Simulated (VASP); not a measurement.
**SnO (litharge): computed properties**

All values below come from LDA (Ceperley-Alder, Perdew-Zunger), VASP's LDA PAW potentials (set 64) (plane waves; VASP).

For SnO, the space group comes out as P4/nmm (129). The cell is a = b = 3.770 Å, c = 4.640 Å, α = β = γ = 90.00° and the volume per atom is 16.49 Å³/atom. The band gap (over mesh and band path) is none (metal, semimetal or under 0.01 eV) and the band gap with spin-orbit coupling is none (metallic). The density is 6.78 g/cm³.

Space group P4/nmm, origin choice 1 (No. 129); a = 3.7701 Å, b = 3.7701 Å, c = 4.6400 Å, α = 90.00°, β = 90.00°, γ = 90.00°

```tsv
atom	site	symmetry	x	y	z
Sn	2c	4mm	0.0000	0.5000	0.2476
O	2a	-4m2	0.0000	0.0000	0.0000
```

Measured: gap 0.70 eV (computed value off by -0.70 eV), as given by David Waroquiers et al., Physical Review B (2013), arXiv:1302.6756; a 3.801 Å (computed value off by -0.8 %), c 4.835 Å (computed value off by -4.0 %), as given by Electronic properties of the Sn1−xPbxO alloy and band alignment of the SnO/PbO system: a DFT study, Sci. Rep. (2020). The calculation is for a static lattice, while the measured a, c hold thermal and zero-point effects, which are part of the difference. Unless said otherwise, spin-orbit coupling is left out, though it shifts the bands of the heavy elements here.

The compound is SnO in the litharge structure. It was relaxed first, which changed the volume by -6 %. Symmetry was kept, so distortions that lower it aren't found.
